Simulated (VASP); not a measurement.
```
ScSi
1.0
    4.73088     0.00000     0.00000
   -2.36544     4.09706     0.00000
    0.00000     0.00000     5.33914
Sc Si
2 2
Direct
  0.33333   0.66667   0.93750
  0.66667   0.33333   0.43750
  0.33333   0.66667   0.43750
  0.66667   0.33333   0.93750
```

The numbers are results of r2SCAN meta-GGA, VASP's PBE PAW potentials (set 64) (plane waves; VASP), not measurements. Run with 400 eV cut-off, 8×8×7 Γ-centred mesh, tetrahedra with Blöchl corrections, potentials Sc_sv Si.

Give the energies of bands 9 to 18 at the high-symmetry points, in eV from the Fermi level.

```json
[
 {"band": "9", "Γ": "-8.34", "M": "-7.31", "K": "-6.88", "A": "-7.16", "L": "-6.50", "H": "-6.41"},
 {"band": "10", "Γ": "-6.06", "M": "-6.54", "K": "-6.88", "A": "-7.16", "L": "-6.50", "H": "-6.41"},
 {"band": "11", "Γ": "-1.73", "M": "-2.02", "K": "-1.98", "A": "-1.18", "L": "-2.80", "H": "-2.71"},
 {"band": "12", "Γ": "-0.99", "M": "-1.00", "K": "-0.71", "A": "-1.18", "L": "-2.80", "H": "-2.71"},
 {"band": "13", "Γ": "-0.99", "M": "-0.89", "K": "-0.71", "A": "-0.92", "L": "-0.60", "H": "-1.28"},
 {"band": "14", "Γ": "-0.27", "M": "-0.41", "K": "-0.56", "A": "-0.92", "L": "-0.60", "H": "-1.28"},
 {"band": "15", "Γ": "-0.27", "M": "-0.24", "K": "-0.56", "A": "-0.92", "L": "-0.35", "H": "0.06"},
 {"band": "16", "Γ": "1.53", "M": "1.07", "K": "0.59", "A": "-0.92", "L": "-0.35", "H": "0.06"},
 {"band": "17", "Γ": "1.53", "M": "1.24", "K": "1.30", "A": "3.12", "L": "2.18", "H": "1.85"},
 {"band": "18", "Γ": "1.97", "M": "1.81", "K": "1.48", "A": "3.12", "L": "2.18", "H": "1.85"}
]
```

It has no gap at this level: it comes out as a metal or semimetal.

The structure was generated: ScSi was put into the wurtzite type (P6_3mc), which need not be its known phase. It was relaxed first, which changed the volume by -24 %. The relaxed cell has space group P6_3/mmc.
